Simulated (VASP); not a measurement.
Input:

```xyz
2
Lattice="1.4741 -2.5532 0.0000 1.4741 2.5532 0.0000 0.0000 0.0000 5.3198" Properties=species:S:1:pos:R:3 pbc="T T T"
Cd     1.4741     0.8511     1.3299
Cd     1.4741    -0.8511     3.9898
```

Method: LDA (Ceperley-Alder, Perdew-Zunger), VASP's LDA PAW potentials (set 64) (plane waves; VASP 6.6.1). Settings: 500 eV cut-off, 14×14×7 Γ-centred mesh, first-order Methfessel-Paxton smearing of 0.10 eV, potentials Cd.

Energy and stress use the plane-wave basis of the starting cell.

The ions, cell shape and volume at an external pressure of 5.0 GPa are relaxed. Give the cell that the relaxation ends in.

```xyz
2
Lattice="1.4587 -2.5266 0.0000 1.4587 2.5266 0.0000 0.0000 0.0000 5.0996" Properties=species:S:1:pos:R:3 pbc="T T T"
Cd     1.4587     0.8422     1.2749
Cd     1.4587    -0.8422     3.8247
```
Space group P6_3/mmc (194), at a tolerance of 0.03 Å.

How do energy and volume change from the first to the last step?

The energy (σ→0) changes by +16.9 meV/atom and the volume by -6.1 %, in 9 ionic steps.

The compound is Cd in the hcp structure. This run relaxes it under an external pressure of 5 GPa. Symmetry was kept, so distortions that lower it aren't found.
